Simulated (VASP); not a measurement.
OSZICAR of a VASP run on CdGeAs2 (chalcopyrite):

File OSZICAR:
```
       N       E                     dE             d eps       ncg     rms          rms(c)
DAV:   1     0.693365330022E+03    0.69337E+03   -0.33315E+04  2006   0.267E+03
DAV:   2     0.725308245180E+02   -0.62083E+03   -0.60562E+03  1564   0.788E+02
DAV:   3    -0.303490134155E+02   -0.10288E+03   -0.10105E+03  1780   0.184E+02
DAV:   4    -0.363275338501E+02   -0.59785E+01   -0.59521E+01  1824   0.509E+01
DAV:   5    -0.364562615855E+02   -0.12873E+00   -0.12857E+00  1805   0.764E+00    0.988E+00
DAV:   6    -0.355362420606E+02    0.92002E+00   -0.19683E+00  1795   0.117E+01    0.736E+00
DAV:   7    -0.354068917060E+02    0.12935E+00   -0.88403E-01  1778   0.384E+00    0.268E+00
DAV:   8    -0.353944906114E+02    0.12401E-01   -0.11675E-01  1724   0.291E+00    0.574E-01
DAV:   9    -0.353928949357E+02    0.15957E-02   -0.16090E-02  1882   0.130E+00    0.134E-01
DAV:  10    -0.353925597068E+02    0.33523E-03   -0.16442E-03  1812   0.328E-01    0.471E-02
DAV:  11    -0.353925915584E+02   -0.31852E-04   -0.58037E-04  1711   0.146E-01    0.410E-02
DAV:  12    -0.353925748909E+02    0.16668E-04   -0.12442E-04  1569   0.904E-02    0.150E-02
DAV:  13    -0.353925753586E+02   -0.46772E-06   -0.84705E-06  1698   0.169E-02
   1 F= -.35392575E+02 E0= -.35392573E+02  d E =-.353926E+02
```

Which electronic solver shows in the log?

It is blocked Davidson (ALGO = Normal, or the opening steps of other solvers). The INCAR had ALGO = Normal.

Can the final energy be trusted as converged?

The calculation finished and met its thresholds. It stopped with EDIFF = 1E-6, NELM = 100, NSW = 40 and EDIFFG = -0.02 after 1 ionic step (LDA (Ceperley-Alder, Perdew-Zunger), plane waves, VASP's LDA PAW potentials (set 64)).

The compound is CdGeAs2 in the chalcopyrite structure. It was relaxed first.
